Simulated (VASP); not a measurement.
A cell of Eu (bcc) near equilibrium:

```xyz
1
Lattice="-2.2261 2.2261 2.2261 2.2261 -2.2261 2.2261 2.2261 2.2261 -2.2261" Properties=species:S:1:pos:R:3 pbc="T T T"
Eu     0.0000     0.0000     0.0000
```

Computed with r2SCAN meta-GGA, VASP's PBE PAW potentials (set 64) (plane waves; VASP).

The 4f electrons are frozen in the core of the lanthanide potential, so 4f levels, which can set the real gap, and their magnetism are missing.

```csv
run,ΔE (meV/atom),σxx,σyy,σzz,"largest shear component, with its sign (GPa)",largest force (eV/Å)
as it is,0.0,0.02,0.02,0.02,0.00,0.000
after one change,0.5,-0.14,-0.31,-0.14,0.00,0.000
```
Stress is in GPa, positive when the cell is compressed.

### Question
What was changed between the two runs?
(A) isotropic strain of +2.0 %
(B) uniaxial strain of -3.0 % along z
(C) uniaxial strain of -2.0 % along y
(D) uniaxial strain of +1.5 % along y

### Answer
D, uniaxial strain of +1.5 % along y

The compound is Eu in the bcc structure.
